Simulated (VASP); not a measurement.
# Ta2SiN2 (P6_3/mmc) in VASP: elastic constants with PBE

Aim: the elastic constants of Ta2SiN2 with PBE.

Program: VASP 6.6.1. These are calculated values, not measurements. Logs are shortened: lines on timing, memory, paths and dates and some standing lists are left out, and cuts for length are marked.

## (1) The crystal as given

Symmetry: P6_3/mmc, No. 194, hexagonal system. Conventional cell: a = 3.484 Å, b = 3.484 Å, c = 12.779 Å, α = 90.00°, β = 90.00°, γ = 120.00°. Around Ta (site symmetry 3m) lie 4 N at 2.08 to 2.20 Å. Si (site symmetry -6m2) has 6 Ta at 2.72 Å and 6 N at 3.10 Å as nearest neighbours. N (site symmetry 3m) is surrounded by 4 Ta at 2.08 to 2.20 Å.

The cell was built by a generator and needn't be a form met in nature.

## (2) Elastic constants, PBE

The input, POSCAR:

```
Ta2SiN2
1.0
    3.4843910000      0.0000000000      0.0000000000
   -1.7421960000      3.0175710000      0.0000000000
    0.0000000000      0.0000000000     12.7786600000
Ta Si N
4 2 4
Direct
    0.6666670000      0.3333330000      0.1068290000
    0.3333330000      0.6666670000      0.8931710000
    0.3333330000      0.6666670000      0.6068290000
    0.6666670000      0.3333330000      0.3931710000
    0.0000000000      0.0000000000      0.2500000000
    0.0000000000      0.0000000000      0.7500000000
    0.6666670000      0.3333330000      0.9349010000
    0.3333330000      0.6666670000      0.0650990000
    0.3333330000      0.6666670000      0.4349010000
    0.6666670000      0.3333330000      0.5650990000
```

The input, INCAR.step1:

```
ALGO = Normal
EDIFF = 1E-8
EDIFFG = -0.002
ENCUT = 520
GGA = PE
IBRION = 2
ISIF = 3
ISMEAR = 0
KPAR = 8
LASPH = True
LCHARG = False
LREAL = False
LWAVE = False
NELM = 80
NSW = 40
PREC = Accurate
SIGMA = 0.1
```

The input, INCAR.step2:

```
ALGO = Normal
EDIFF = 1E-8
ENCUT = 520
GGA = PE
IBRION = 6
ISIF = 3
ISMEAR = 0
KPAR = 8
LASPH = True
LCHARG = False
LREAL = False
LWAVE = False
NELM = 80
NFREE = 2
NSW = 1
POTIM = 0.015
PREC = Accurate
SIGMA = 0.1
```

The input, KPOINTS:

```
k-points
0
Gamma
  7 7 4
```

Potentials or basis: VASP PAW PBE potentials, release 64 (Ta_pv, Si, N).

The run is started by

```bash
> cat potpaw_PBE.64/Ta_pv/POTCAR potpaw_PBE.64/Si/POTCAR potpaw_PBE.64/N/POTCAR > POTCAR
> cp INCAR.step1 INCAR
> mpirun -np 8 vasp_std > vasp.out
> cp CONTCAR POSCAR
> cp INCAR.step2 INCAR
> mpirun -np 8 vasp_std > vasp.out
```

OUTCAR:

```text
EDIFF = 1E-8
   ENCUT = 520
   GGA = PE
   IBRION = 6
   ISIF = 3
   ISMEAR = 0
   LASPH = True
   LREAL = False
   NELM = 80
   NFREE = 2
   NSW = 1
   POTIM = 0.015
   PREC = Accurate

 ion  position               nearest neighbor table
   1  0.667  0.333  0.107-   8 2.08   8 2.08   8 2.08   7 2.20   5 2.72   5 2.72   5 2.72   2 3.39
                             2 3.39   2 3.39
   2  0.333  0.667  0.893-   7 2.08   7 2.08   7 2.08   8 2.20   6 2.72   6 2.72   6 2.72   1 3.39
                             1 3.39   1 3.39
   3  0.333  0.667  0.607-  10 2.08  10 2.08  10 2.08   9 2.20   6 2.72   6 2.72   6 2.72   4 3.39
                             4 3.39   4 3.39
   4  0.667  0.333  0.393-   9 2.08   9 2.08   9 2.08  10 2.20   5 2.72   5 2.72   5 2.72   3 3.39
                             3 3.39   3 3.39
   5  0.000  0.000  0.250-   1 2.72   4 2.72   1 2.72   4 2.72   1 2.72   4 2.72
   6  0.000  0.000  0.750-   2 2.72   3 2.72   2 2.72   3 2.72   2 2.72   3 2.72
   7  0.667  0.333  0.935-   2 2.08   2 2.08   2 2.08   1 2.20
   8  0.333  0.667  0.065-   1 2.08   1 2.08   1 2.08   2 2.20
   9  0.333  0.667  0.435-   4 2.08   4 2.08   4 2.08   3 2.20
  10  0.667  0.333  0.565-   3 2.08   3 2.08   3 2.08   4 2.20

  LATTYP: Found a hexagonal cell.
 ALAT       =     3.4841340921
 C/A-ratio  =     3.6680908482

  Lattice vectors:

 A1 = (   3.4841340921,   0.0000000000,   0.0000000000)
 A2 = (  -1.7420675460,   3.0173485112,   0.0000000000)
 A3 = (   0.0000000000,   0.0000000000,  12.7801203772)

Analysis of symmetry for initial positions (statically):
=====================================================================
 Subroutine PRICEL returns:
 Original cell was already a primitive cell.

 Routine SETGRP: Setting up the symmetry group for a
 hexagonal supercell.

 Subroutine GETGRP returns: Found 24 space group operations
 (whereof 12 operations were pure point group operations)
 out of a pool of 24 trial point group operations.

The static configuration has the point symmetry D_3d.
 The point group associated with its full space group is D_6h.

Analysis of symmetry for dynamics (positions and initial velocities):
=====================================================================
 Subroutine PRICEL returns:
 Original cell was already a primitive cell.

 Routine SETGRP: Setting up the symmetry group for a
 hexagonal supercell.

 Subroutine GETGRP returns: Found 24 space group operations
 (whereof 12 operations were pure point group operations)
 out of a pool of 24 trial point group operations.

The dynamic configuration has the point symmetry D_3d.
 The point group associated with its full space group is D_6h.

 Subroutine INISYM returns: Found 24 space group operations
 (whereof 12 operations are pure point group operations),
 and found     1 'primitive' translations

----------------------------------------------------------------------------------------

                                     Primitive cell

  volume of cell :     134.3554

  direct lattice vectors                    reciprocal lattice vectors
     3.484134092  0.000000000  0.000000000     0.287015360  0.165708450  0.000000000
    -1.742067546  3.017348511  0.000000000    -0.000000000  0.331416804  0.000000000
     0.000000000  0.000000000 12.780120377     0.000000000  0.000000000  0.078246524
[... 142 lines left out ...]

 Free energy of the ion-electron system (eV)
  ---------------------------------------------------
  ext. energy  EPLUGINS =         0.00000000
  ---------------------------------------------------
  free energy    TOTEN  =       -97.45703756 eV

  energy without entropy =      -97.44571180  energy(sigma->0) =      -97.45137468

------------------------ aborting loop because EDIFF is reached ----------------------------------------

  FORCE on cell =-STRESS in cart. coord.  units (eV):
  Direction    XX          YY          ZZ          XY          YZ          ZX
  --------------------------------------------------------------------------------------
  -------------------------------------------------------------------------------------
  Total        0.0052009      0.0052009      0.0134796     -0.0000000      0.0000000     -0.0000000
  in kB        0.0620209      0.0620209      0.1607434     -0.0000000      0.0000000     -0.0000000
  external PRESSURE =       0.0949284 kB  Pullay stress =       0.0000000 kB
[... 113 lines left out ...]
  FREE ENERGIE OF THE ION-ELECTRON SYSTEM (eV)
  ---------------------------------------------------
  free  energy   TOTEN  =       -97.4190968510 eV

  energy  without entropy=      -97.4079591406  energy(sigma->0) =      -97.41352800

[... ionic steps 4 to 22 ...]

--------------------------------------- Ionic step       23  -------------------------------------------

 number of electron      72.0000012 magnetization

------------------------ aborting loop because EDIFF is reached ----------------------------------------
[... 83 lines left out ...]
--------------------------------------- Ionic step       25  -------------------------------------------

 number of electron      72.0000010 magnetization

 Free energy of the ion-electron system (eV)
  ---------------------------------------------------
  ext. energy  EPLUGINS =         0.00000000
  ---------------------------------------------------
  free energy    TOTEN  =       -97.45574682 eV

  energy without entropy =      -97.44408413  energy(sigma->0) =      -97.44991548

 E-fermi :   6.9943     XC(G=0): -11.8556

 val. band max:        6.9465595109   @ k =   0.1429  -0.0000   0.2500
 cond. band min:       7.0527751333   @ k =   0.0000   0.0000   0.0000
 fundamental gap:      0.1062156224
 Fermi energy:         6.9942735700

 k-point     1 :       0.0000    0.0000    0.0000
  band No.  band energies     occupation
      1     -28.6349      2.00000
      2     -28.5995      2.00000
      3     -28.5418      2.00000
      4     -28.5418      2.00000
      5     -28.5390      2.00000
      6     -28.5390      2.00000
[... 1093 lines left out ...]
     42       8.3743      0.00000
     43      10.3149      0.00000

 [... further k-points ...]

------------------------ aborting loop because EDIFF is reached ----------------------------------------

  FORCE on cell =-STRESS in cart. coord.  units (eV):
  Direction    XX          YY          ZZ          XY          YZ          ZX
  --------------------------------------------------------------------------------------
  -------------------------------------------------------------------------------------
  Total        0.0813959      0.0813959     -0.0947743     -0.0000000     -0.0000000     -0.0000000
  in kB        0.9706396      0.9706395     -1.1301757     -0.0000002     -0.0000000     -0.0000000
  external PRESSURE =       0.2703678 kB  Pullay stress =       0.0000000 kB
[... 25 lines left out ...]
  FREE ENERGIE OF THE ION-ELECTRON SYSTEM (eV)
  ---------------------------------------------------
  free  energy   TOTEN  =       -97.4557468216 eV

  energy  without entropy=      -97.4440841323  energy(sigma->0) =      -97.44991548

 INTERNAL STRAIN TENSORS FROM STRAINED CELLS
 ============================================

 INTERNAL STRAIN TENSOR FOR ION    1 for displacements in x,y,z  (eV/Angst):
          X           Y           Z          XY          YZ          ZX
  --------------------------------------------------------------------------------
  x    -0.00000     0.00000    -0.00000     5.83243    -0.00000     0.22996
  y     5.86293    -5.88954     0.00000     0.00012     0.24947     0.00000
  z    -8.44793    -8.47645    -6.48141    -0.00039    -0.00791     0.00015

 INTERNAL STRAIN TENSORS FROM DISPLACED ATOMS
 ============================================

 INTERNAL STRAIN TENSOR FOR ION    1 for displacements in x,y,z  (eV/Angst):
          X           Y           Z          XY          YZ          ZX
  --------------------------------------------------------------------------------
  x    -0.00000     0.00000    -0.00000     5.84124    -0.00000     0.24932
  y     5.84124    -5.84124     0.00000     0.00000     0.24931    -0.00000
  z    -8.47074    -8.47074    -6.44498     0.00000    -0.00000    -0.00000
[... 8 lines left out ...]
 INTERNAL STRAIN TENSOR FOR ION   10 for displacements in x,y,z  (eV/Angst):
          X           Y           Z          XY          YZ          ZX
  --------------------------------------------------------------------------------
  x    -0.00001     0.00000    -0.00000    14.18652    -0.00000     3.04062
  y    14.18652   -14.18652     0.00000     0.00000     3.04062    -0.00000
  z     4.97177     4.97177    -7.61355    -0.00000    -0.00000    -0.00000

 Eigenvectors and eigenvalues of the dynamical matrix
   1 f  =   17.115335 THz   107.538823 2PiTHz  570.906130 cm-1    70.783307 meV
   2 f  =   17.115332 THz   107.538804 2PiTHz  570.906032 cm-1    70.783295 meV
   3 f  =   17.067513 THz   107.238347 2PiTHz  569.310954 cm-1    70.585530 meV
   4 f  =   17.067510 THz   107.238329 2PiTHz  569.310856 cm-1    70.585518 meV
   5 f  =   16.501174 THz   103.679933 2PiTHz  550.419914 cm-1    68.243341 meV
   6 f  =   15.778870 THz    99.141561 2PiTHz  526.326435 cm-1    65.256132 meV
[... 19 lines left out ...]
  26 f  =    2.256957 THz    14.180878 2PiTHz   75.283976 cm-1     9.334019 meV
  27 f  =    2.256956 THz    14.180876 2PiTHz   75.283963 cm-1     9.334018 meV
  28 f/i=    0.001083 THz     0.006806 2PiTHz    0.036134 cm-1     0.004480 meV
  29 f/i=    0.002152 THz     0.013523 2PiTHz    0.071790 cm-1     0.008901 meV
  30 f/i=    0.002152 THz     0.013523 2PiTHz    0.071790 cm-1     0.008901 meV

 ELASTIC MODULI CONTR FROM IONIC RELAXATION (kBar)
 Direction    XX          YY          ZZ          XY          YZ          ZX
 --------------------------------------------------------------------------------
 XX        -835.7716    373.3104    -32.9938      0.0001     -0.0000      0.0000
 YY         373.3104   -835.7715    -32.9938      0.0001     -0.0000     -0.0000
 ZZ         -32.9938    -32.9938   -320.1331      0.0000     -0.0000      0.0000
 XY           0.0001      0.0001      0.0000   -604.5410      0.0000     -0.0000
 YZ          -0.0000     -0.0000     -0.0000      0.0000    -47.5395      0.0000
 ZX           0.0000     -0.0000      0.0000     -0.0000      0.0000    -47.5395
 --------------------------------------------------------------------------------

 TOTAL ELASTIC MODULI (kBar)
 Direction    XX          YY          ZZ          XY          YZ          ZX
 --------------------------------------------------------------------------------
 XX        3056.0863   1979.0922   1574.4920     -0.0005     -0.0000      0.0000
 YY        1979.0922   3056.0858   1574.4918     -0.0005     -0.0000     -0.0000
 ZZ        1574.4920   1574.4918   2967.8791     -0.0003     -0.0000      0.0000
 XY          -0.0005     -0.0005     -0.0003    538.4970      0.0000     -0.0000
 YZ          -0.0000     -0.0000     -0.0000      0.0000   1207.7655     -0.0002
 ZX           0.0000     -0.0000      0.0000     -0.0000     -0.0002   1207.7655
 --------------------------------------------------------------------------------
```

It took 21 min on 8 MPI ranks of Intel Xeon 6975P-C (Granite Rapids), shared host; peak memory 0.91 GiB.

What came out:

- Voigt bulk modulus: 215 GPa
- Highest phonon frequency at Γ, LO-TO splitting left out: 571 cm⁻¹

Phonon frequencies in cm⁻¹ (negative: imaginary):
```csv
q point,frequencies
"(0.000, 0.000, 0.000)",0 0 0 75 75 76 76 101 101 102 126 167 248 248 259 259 278 371 436 436 451 451 457 482 526 550 569 569 571 571
```

Elastic tensor in Voigt notation (GPa, in the Cartesian axes of the cell as first typed):
```
306 198 157   0   0   0
198 306 157   0   0   0
157 157 297   0   0   0
  0   0   0 121   0   0
  0   0   0   0 121   0
  0   0   0   0   0  54
```

Clamped-ion elastic tensor (GPa):
```
389 161 161   0   0   0
161 389 161   0   0   0
161 161 329   0   0   0
  0   0   0 126   0   0
  0   0   0   0 126   0
  0   0   0   0   0 114
```

The run has no spin-orbit coupling, so splittings on Ta are missing.
